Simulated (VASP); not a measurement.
# Pd: relaxation of cell and atoms with PBE

The system is Pd.

```
Pd
1.0
     0.00000    1.97026    1.97026
     1.97026    0.00000    1.97026
     1.97026    1.97026    0.00000
Pd
1
Direct
  0.00000 0.00000 0.00000
```

| Item | Value |
| --- | --- |
| Program | VASP 6.6.1 |
| Task | relaxation of cell and atoms |
| Functional | PBE |
| Potentials or basis | VASP PAW PBE potentials, release 64 (Pd) |
| Cutoff | 600 eV |
| k mesh | 16 × 16 × 16 |
| Occupations | methfessel-paxton, width 0.1 eV |
| Spin | no spin polarisation |
| Further INCAR settings | ALGO = Normal; EDIFF = 1e-07; IBRION = 2; EDIFFG = -0.005; NSW = 90; ISIF = 3 |

```
Relaxed volume                         : 15.29 Å³/atom
Relaxed cell                           : a = 2.786 Å, b = 2.786 Å, c = 2.786 Å, α = 60.00°, β = 60.00°, γ = 60.00°
Space group after relaxing (to 0.05 Å) : Fm-3m (No. 225)
Energy gained by relaxing              : 0.0 meV/atom
Ionic steps                            : 3
Pressure after relaxing                : 0.0 GPa
Band gap on the k mesh                 : none (metal or under the smearing width)
```

Final structure:
```xyz
1
Lattice="0.0000 1.9700 1.9700 1.9700 0.0000 1.9700 1.9700 1.9700 0.0000" Properties=species:S:1:pos:R:3 pbc="T T T"
Pd    0.0000    0.0000    0.0000
```

Levels at points of the mesh, in eV from the Fermi level:
```tsv
k point	band 3	band 4	band 5	band 6	band 7	band 8
(0.00, 0.00, 0.00)	-2.68	-2.68	-1.16	-1.16	17.16	21.73
(0.50, 0.00, 0.00)	-2.72	-0.03	-0.03	1.08	7.04	16.51
(0.50, 0.50, 0.00)	-0.06	0.27	0.27	3.34	10.40	13.01
```

Wall time 13 s on 1 thread of Intel(R) Xeon(R) 6975P-C (Granite Rapids), with other jobs on the host, peak memory 0.16 GiB.
